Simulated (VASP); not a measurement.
Consider the following.

```
GdN
1.0
    0.00000     2.46295     2.46295
    2.46295     0.00000     2.46295
    2.46295     2.46295     0.00000
Gd N
1 1
Direct
  0.00000   0.00000   0.00000
  0.50000   0.50000   0.50000
```

Level of theory: AM05 GGA, VASP's PBE PAW potentials (set 64) (plane waves; VASP). Settings: 520 eV cut-off, 12×12×12 Γ-centred mesh, first-order Methfessel-Paxton smearing of 0.10 eV, potentials Gd_3 N.

The 4f electrons are frozen in the core of the lanthanide potential, so 4f levels, which can set the real gap, and their magnetism are missing.

Question: What does the run give for the energy per atom (σ→0), band gap (on the k-mesh) with the smallest direct gap where there is one?

Answer: 
* **band gap (on the k-mesh)**: none (metal, semimetal or under 0.01 eV)
* **energy per atom (σ→0)**: -8.306 eV/atom

Only differences to runs with the same potentials and settings are physical.

The compound is GdN in the rock salt structure. It was relaxed first. The start is the result of an earlier pass.
